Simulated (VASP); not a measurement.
Output of a VASP run:

File OSZICAR:
```
       N       E                     dE             d eps       ncg     rms          rms(c)
DAV:   1     0.145706876644E+02    0.14571E+02   -0.40754E+03  7412   0.106E+03
DAV:   2    -0.898011136532E+01   -0.23551E+02   -0.22220E+02  7105   0.127E+02
DAV:   3    -0.927093707230E+01   -0.29083E+00   -0.28974E+00  7851   0.191E+01
DAV:   4    -0.927231724880E+01   -0.13802E-02   -0.13800E-02  7688   0.121E+00
DAV:   5    -0.927233004990E+01   -0.12801E-04   -0.12800E-04  7576   0.103E-01    0.117E+01
DAV:   6    -0.831148687131E+01    0.96084E+00   -0.12654E+01  7424   0.574E+01    0.513E+00
DAV:   7    -0.825244074992E+01    0.59046E-01   -0.70164E-01  7429   0.132E+01    0.318E+00
DAV:   8    -0.824737105301E+01    0.50697E-02   -0.82054E-03  8711   0.799E-01    0.151E+00
DAV:   9    -0.823996231765E+01    0.74087E-02   -0.10741E-02  8816   0.912E-01    0.424E-01
DAV:  10    -0.824042584357E+01   -0.46353E-03   -0.20369E-03  8347   0.534E-01    0.140E-01
DAV:  11    -0.824052794455E+01   -0.10210E-03   -0.14916E-04  7674   0.186E-01    0.387E-02
DAV:  12    -0.824053128645E+01   -0.33419E-05   -0.18586E-05  8557   0.562E-02    0.163E-02
DAV:  13    -0.824053001075E+01    0.12757E-05   -0.54464E-06  5619   0.244E-02    0.198E-02
DAV:  14    -0.824053072276E+01   -0.71202E-06   -0.32681E-06  3670   0.221E-02
   1 F= -.78947258E+01 E0= -.78945761E+01  d E =-.789473E+01  mag=     2.1580
```

**OUTCAR**
```
------------------------ aborting loop because EDIFF is reached ----------------------------------------
  FORCE on cell =-STRESS in cart. coord.  units (eV):
  Direction    XX          YY          ZZ          XY          YZ          ZX
  --------------------------------------------------------------------------------------
  Total        0.3394548      0.3394548      0.3394548      0.0000000      0.0000000     -0.0000000
  in kB       49.0818411     49.0818411     49.0818411      0.0000000      0.0000000     -0.0000000
  external PRESSURE =      -0.9181589 kB  Pullay stress =      50.0000000 kB
  volume of cell :       11.08
      direct lattice vectors                 reciprocal lattice vectors
    -1.404442346  1.404442346  1.404442346     0.000000000  0.356013190  0.356013190
     1.404442346 -1.404442346  1.404442346     0.356013190  0.000000000  0.356013190
     1.404442346  1.404442346 -1.404442346     0.356013190  0.356013190  0.000000000
 POSITION                                       TOTAL-FORCE (eV/Angst)
 -----------------------------------------------------------------------------------
      0.00000      0.00000      0.00000         0.000000      0.000000     -0.000000
 -----------------------------------------------------------------------------------
    total drift:                                0.000000     -0.000000      0.000000
  FREE ENERGIE OF THE ION-ELECTRON SYSTEM (eV)
  ---------------------------------------------------
  free  energy   TOTEN  =        -8.2405307228 eV

  energy  without entropy=       -8.2400815682  energy(sigma->0) =       -8.24038100
  enthalpy is  TOTEN    =        -7.8947258087 eV   P V=        0.3458049141

 total charge

# of ion       s       p       d       tot
------------------------------------------
    1        0.498   0.565   6.258   7.321

 magnetization (x)

# of ion       s       p       d       tot
------------------------------------------
    1       -0.013  -0.055   2.219   2.150

 reached required accuracy - stopping structural energy minimisation
```
(Selected blocks of OUTCAR.)

**POSCAR**
```
Fe
1
   -1.4044423465     1.4044423465     1.4044423465
    1.4044423465    -1.4044423465     1.4044423465
    1.4044423465     1.4044423465    -1.4044423465
Fe
1
Direct
  0.0000000000   0.0000000000   0.0000000000
```

Q: Write an INCAR and KPOINTS that could have produced this output.

A: Several could match; the one computed here: the input of the run itself, PBE GGA, plane waves, VASP's PBE PAW potentials (set 64).

**INCAR**
```
SYSTEM = Fe
PREC = Accurate
ENCUT = 500
EDIFF = 1E-6
NELM = 100
ALGO = Normal
LREAL = .FALSE.
LASPH = .TRUE.
ISMEAR = 1
SIGMA = 0.1
GGA = PE
LMAXMIX = 4
ISPIN = 2
MAGMOM = 2.2
LORBIT = 10
LWAVE = .FALSE.
LCHARG = .FALSE.
IBRION = 2
ISIF = 3
NSW = 40
EDIFFG = -0.02
PSTRESS = 50
```

**KPOINTS**
```
Automatic mesh
0
Gamma
18 18 18
0 0 0
```

POTCAR, in this order: Fe (PBE.64 set). Program: vasp_std.

The compound is Fe in the bcc structure. It was relaxed first under an external pressure of 5 GPa.
